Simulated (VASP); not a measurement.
Input for VASP

**KPOINTS**
```
Automatic
0
Gamma
 8 8 8
```

### POSCAR
```
BeS
1
    0.0000000000     2.3863000000     2.3863000000
    2.3863000000     0.0000000000     2.3863000000
    2.3863000000     2.3863000000     0.0000000000
Be S
1 1
Direct
  0.0325550000  -0.0158410000   0.0043890000
  0.2174450000   0.2658410000   0.2456110000
```

INCAR:
```
ALGO = Normal
EDIFF = 1E-6
ENCUT = 300
GGA = PS
ISIF = 2
ISMEAR = -1
LASPH = .True.
LCHARG = .False.
LREAL = .False.
LWAVE = .False.
NELM = 100
PREC = Accurate
SIGMA = 0.05
SYSTEM = BeS
```

POTCAR, in this order: Be S (PBE.64 set). Program: vasp_std.

**Question.** Translate this PBEsol calculation to Quantum ESPRESSO's pw.x.

**Answer.** One equivalent input (not run):
```
&CONTROL
  calculation = 'scf'
  pseudo_dir = './pseudo'
  outdir = './out'
  tprnfor = .true.
  tstress = .true.
/
&SYSTEM
  ibrav = 0
  nat = 2
  ntyp = 2
  ecutwfc = 88
  occupations = 'smearing'
  smearing = 'fermi-dirac'
  degauss = 0.003675
  input_dft = 'pbesol'
/
&ELECTRONS
  conv_thr = 7.3e-08
  electron_maxstep = 100
/
ATOMIC_SPECIES
  Be 9.012 Be.upf
  S 32.060 S.upf
CELL_PARAMETERS angstrom
     0.0000000    2.3863000    2.3863000
     2.3863000    0.0000000    2.3863000
     2.3863000    2.3863000    0.0000000
ATOMIC_POSITIONS crystal
  Be   0.0325550 -0.0158410  0.0043890
  S    0.2174450  0.2658410  0.2456110
K_POINTS automatic
  8 8 8 0 0 0
```
What does not carry over: the potentials are each code's own (VASP's PAW set, PseudoDojo norm-conserving files in pw.x), so ENCUT and ecutwfc are chosen apart and not converted; conv_thr bounds pw.x's estimated SCF error, while EDIFF bounds the energy change between steps.

The structure is a typed BeS crystal. The cell was not relaxed at this level, atoms are displaced from their ideal sites.
